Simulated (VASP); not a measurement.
Input:

```xyz
8
Lattice="0.0025 6.4941 6.4877 6.4941 0.0025 6.4877 3.2483 3.2483 0.0000" Properties=species:S:1:pos:R:3 pbc="T T T"
Hg     6.4966     6.4966    12.9749
Te     1.6242     1.6242     1.6276
Te     4.8681     1.6285     4.8627
Te     1.6285     4.8681     4.8627
Te     4.8725     4.8725     8.1099
Cd     3.2511     6.4938     9.7313
Cd     6.4938     3.2511     9.7313
Cd     6.4966     6.4966     6.4889
```

Level of theory: PBEsol GGA, VASP's PBE PAW potentials (set 64) (plane waves; VASP). Run with 400 eV cut-off, Gaussian smearing of 0.050 eV, potentials Hg Te Cd.

Unless said otherwise, spin-orbit coupling is left out, though it shifts the bands of the heavy elements here.

Problem. Predict the band gap (along the path) with the smallest direct gap where there is one.

Solution. 
| Item | Result |
|---|---|
| band gap (along the path) | 0.18 eV |
| smallest direct gap (along the path) | 0.18 eV |

The structure was generated: Cd3HgTe4 was put into an ordered model structure (Amm2), which need not be its known phase. It was relaxed first.
